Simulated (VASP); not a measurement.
Input for VASP

### KPOINTS
```
Automatic mesh
0
Gamma
8 8 8
0 0 0
```

### INCAR
```
SYSTEM = PbS
PREC = Accurate
ENCUT = 400
EDIFF = 1E-7
NELM = 100
ALGO = Normal
LREAL = .FALSE.
LASPH = .TRUE.
ISMEAR = -5
GGA = PE
LMAXMIX = 4
LWAVE = .FALSE.
LCHARG = .TRUE.
LORBIT = 11
NEDOS = 601
ISIF = 2
```

**POSCAR**
```
PbS
4.6979580
  0.0000000000   0.7071067353   0.7071067353
  0.7071067353   0.0000000000   0.7071067353
  0.7071067353   0.7071067353   0.0000000000
Pb S
1 1
Cart
  0.0000000000   0.0000000000   0.0000000000
  0.3535533676   0.3535533676   0.3535533676
```

POTCAR, in this order: Pb_d S (PBE.64 set). Program: vasp_std.

Write an equivalent input for Ansatz.

One equivalent input (not run):
Ansatz 0.2 input:
```yaml
crystal:
  lattice:
    - [0.0000000, 3.3219577, 3.3219577]
    - [3.3219577, 0.0000000, 3.3219577]
    - [3.3219577, 3.3219577, 0.0000000]
  atoms:
    - { symbol: Pb, position: [0.0000000, 0.0000000, 0.0000000] }
    - { symbol: S, position: [0.2500000, 0.2500000, 0.2500000] }
kpoints:
  mp_grid: { grid: [8, 8, 8] }
hamiltonian:
  xc: pbe
  pseudopotentials: { kind: paw }
scf:
  occupations: { method: tetrahedron }
  max_iter: 100
output: { forces: true, stress: true, eigenvalues: true }
```
Limits of the translation: each code has its own PAW files, so the cut-off isn't converted (ENCUT is set for VASP's; basis.ecutwfc is left out, and Ansatz then takes the one that its files recommend); Ansatz stops its SCF on the density residual and VASP on the energy change (EDIFF).

The structure was generated: PbS was put into the zinc blende type (F-43m), which need not be its known phase. It was relaxed first, which changed the volume by +51 %.
